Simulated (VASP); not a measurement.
Method: PBEsol GGA, VASP's PBE PAW potentials (set 64) (plane waves; VASP).

A VASP calculation is set up with these files.

INCAR:
```
# general
SYSTEM   =  KI
PREC     =  Accurate
ENCUT    =  400
LREAL    =  F
LASPH    =  T

# electronic loop
EDIFF    =  1E-6
NELM     =  100
ALGO     =  Normal
LMAXMIX  =  4

# smearing
ISMEAR   =  0
SIGMA    =  0.05

# functional
GGA      =  PS

# ions
IBRION   =  2
NSW      =  60
ISIF     =  3
EDIFFG   =  -0.01

# output
LWAVE    =  F
LCHARG   =  F
```

File KPOINTS:
```
Automatic mesh
0
Gamma
6 6 6
0 0 0
```

File POSCAR:
```
KI
1
   -0.0000000000     3.5075816859     3.5075816859
    3.5075816859    -0.0000000000     3.5075816859
    3.5075816859     3.5075816859     0.0000000000
K I
1 1
Direct
  0.0000000000   0.0000000000   0.0000000000
  0.5000000000   0.5000000000   0.5000000000
```

POTCAR, in this order: K_sv I (PBE.64 set). Program: vasp_std.

The run wrote:

**OUTCAR**
```
 ion  position               nearest neighbor table
   1  0.000  0.000  0.000-   2 3.51   2 3.51   2 3.51   2 3.51   2 3.51   2 3.51
   2  0.500  0.500  0.500-   1 3.51   1 3.51   1 3.51   1 3.51   1 3.51   1 3.51
  LATTYP: Found a face centered cubic cell.
 ALAT       =     7.0151633718
 Subroutine PRICEL returns:
 Original cell was already a primitive cell.
 Subroutine GETGRP returns: Found 48 space group operations
The static configuration has the point symmetry O_h .
The dynamic configuration has the point symmetry O_h .
 Subroutine INISYM returns: Found 48 space group operations
 Subroutine IBZKPT returns following result:
 Found     16 irreducible k-points:

 Following reciprocal coordinates:
            Coordinates               Weight
  0.000000  0.000000  0.000000      1.000000
  0.166667  0.000000  0.000000      8.000000
  0.333333  0.000000  0.000000      8.000000
  0.500000  0.000000  0.000000      4.000000
  0.166667  0.166667  0.000000      6.000000
  0.333333  0.166667  0.000000     24.000000
  0.500000  0.166667  0.000000     24.000000
 -0.333333  0.166667  0.000000     24.000000
 -0.166667  0.166667  0.000000     12.000000
  0.333333  0.333333  0.000000      6.000000
  0.500000  0.333333  0.000000     24.000000
 -0.333333  0.333333  0.000000     12.000000
  0.500000  0.500000  0.000000      3.000000
  0.500000  0.333333  0.166667     24.000000
 -0.333333  0.333333  0.166667     24.000000
 -0.333333  0.500000  0.166667     12.000000
   k-points           NKPTS =     16   k-points in BZ     NKDIM =     16   number of bands    NBANDS=     12
   number of dos      NEDOS =    301   number of ions     NIONS =      2
   total plane-waves  NPLWV =  32768
   dimension x,y,z NGX =    32 NGY =   32 NGZ =   32
   dimension x,y,z NGXF=    64 NGYF=   64 NGZF=   64
   ions per type =               1   1
   PREC   = accura    normal or accurate (medium, high low for compatibility)
   ISTART =      0    job   : 0-new  1-cont  2-samecut
   ICHARG =      2    charge: 1-file 2-atom 10-const
   ISPIN  =      1    spin polarized calculation?
   LNONCOLLINEAR =      F non collinear calculations
   LSORBIT =      F    spin-orbit coupling
   INIWAV =      1    electr: 0-lowe 1-rand  2-diag
   ENCUT  =  400.0 eV  29.40 Ry    5.42 a.u.   8.09  8.09  8.09*2*pi/ulx,y,z
   NELM   =    100;   NELMIN=  2; NELMDL= -5     # of ELM steps
   EDIFF  = 0.1E-05   stopping-criterion for ELM
   LREAL  =      F    real-space projection
   NLSPLINE    = F    spline interpolate recip. space projectors
   LMAXMIX     =    4 max onsite mixed and CHGCAR
   VOSKOWN=      0    Vosko Wilk Nusair interpolation
   EDIFFG = -.1E-01   stopping-criterion for IOM
   NSW    =     60    number of steps for IOM
   NBLOCK =      1;   KBLOCK =     60    inner block; outer block
   IBRION =      2    ionic relax: 0-MD 1-quasi-New 2-CG
   NFREE  =      1    steps in history (QN), initial steepest desc. (CG)
   ISIF   =      3    stress and relaxation
   ISYM   =      2    0-nonsym 1-usesym 2-fastsym
   TEIN   =    0.0    initial temperature
   TEBEG  =    0.0;   TEEND  =   0.0 temperature during run
   SMASS  =  -3.00    Nose mass-parameter (am)
   PSTRESS=    0.0 pullay stress
   NELECT =      16.0000    total number of electrons
   EFERMI =   0.00;   METHOD = LEGACY
   ISMEAR =     0;   SIGMA  =   0.05  broadening in eV -4-tet -1-fermi 0-gaus
   IALGO  =     38    algorithm
   LDIAG  =      T    sub-space diagonalisation (order eigenvalues)
   IMIX   =      4    mixing-type and parameters
     AMIX     =   0.40;   BMIX     =  1.00
     AMIX_MAG =   1.60;   BMIX_MAG =  1.00
     AMIN     =   0.10
   GGA     = PS    functional components
   VOSKOWN =     0    Vosko Wilk Nusair interpolation
   LHFCALC =     F    Hartree Fock is set to
...
```

**OSZICAR**
```
       N       E                     dE             d eps       ncg     rms          rms(c)
DAV:   1     0.810181210762E+02    0.81018E+02   -0.58741E+03   384   0.934E+02
DAV:   2    -0.969699508789E+00   -0.81988E+02   -0.78302E+02   456   0.223E+02
DAV:   3    -0.565405894793E+01   -0.46844E+01   -0.46722E+01   504   0.515E+01
DAV:   4    -0.589771913892E+01   -0.24366E+00   -0.24348E+00   684   0.105E+01
DAV:   5    -0.589878699961E+01   -0.10679E-02   -0.10678E-02   500   0.764E-01    0.308E+00
DAV:   6    -0.581882272758E+01    0.79964E-01   -0.11050E-01   448   0.243E+00    0.222E+00
DAV:   7    -0.581204532410E+01    0.67774E-02   -0.12303E-01   464   0.218E+00    0.876E-01
DAV:   8    -0.581597664876E+01   -0.39313E-02   -0.15908E-02   472   0.107E+00    0.234E-01
DAV:   9    -0.581587061226E+01    0.10604E-03   -0.59997E-04   508   0.168E-01    0.980E-02
DAV:  10    -0.581616305160E+01   -0.29244E-03   -0.47718E-04   456   0.129E-01    0.855E-02
DAV:  11    -0.581616163371E+01    0.14179E-05   -0.53212E-05   488   0.454E-02    0.128E-02
DAV:  12    -0.581616249815E+01   -0.86444E-06   -0.41482E-06   476   0.200E-02
   1 F= -.58161625E+01 E0= -.58161625E+01  d E =-.581616E+01
```

### OUTCAR
```
------------------------ aborting loop because EDIFF is reached ----------------------------------------
  FORCE on cell =-STRESS in cart. coord.  units (eV):
  Direction    XX          YY          ZZ          XY          YZ          ZX
  --------------------------------------------------------------------------------------
  Total        0.0040805      0.0040805      0.0040805      0.0000000     -0.0000000     -0.0000000
  in kB        0.0757487      0.0757487      0.0757487      0.0000000     -0.0000000     -0.0000000
  external PRESSURE =       0.0757487 kB  Pullay stress =       0.0000000 kB
  volume of cell :       86.31
      direct lattice vectors                 reciprocal lattice vectors
     0.000000000  3.507581686  3.507581686    -0.142548355  0.142548355  0.142548355
     3.507581686  0.000000000  3.507581686     0.142548355 -0.142548355  0.142548355
     3.507581686  3.507581686  0.000000000     0.142548355  0.142548355 -0.142548355
  FREE ENERGIE OF THE ION-ELECTRON SYSTEM (eV)
  ---------------------------------------------------
  free  energy   TOTEN  =        -5.8161624981 eV

  energy  without entropy=       -5.8161624981  energy(sigma->0) =       -5.81616250

 reached required accuracy - stopping structural energy minimisation
```
(Selected blocks of OUTCAR.)

The structure was generated: KI was put into the rock salt type (Fm-3m), which need not be its known phase. It was relaxed first, which changed the volume by -14 %. The start is the result of an earlier pass.
